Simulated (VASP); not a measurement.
## Pd (relaxed from the bcc structure, space group Im-3m): computed properties

Computed with r2SCAN meta-GGA, VASP's PBE PAW potentials (set 64) (plane waves; VASP).

```
Item                                                                   Value
----------------------------------  ----------------------------------------
space group                                                      Im-3m (229)
cell                                a = b = c = 3.1094 Å, α = β = γ = 90.00°
volume per atom                                                15.03 Å³/atom
band gap (over mesh and band path)  none (metal, semimetal or under 0.01 eV)
density                                                          11.76 g/cm³
```

```yaml
crystal:
  lattice:
    - [-1.55472, 1.55472, 1.55472]
    - [1.55472, -1.55472, 1.55472]
    - [1.55472, 1.55472, -1.55472]
  atoms:
    - { symbol: Pd, position: [0.00000, 0.00000, 0.00000] }
```

The structure was generated: Pd was put into the bcc type (Im-3m), which need not be its known phase. It was relaxed first. Symmetry was kept, so distortions that lower it aren't found.
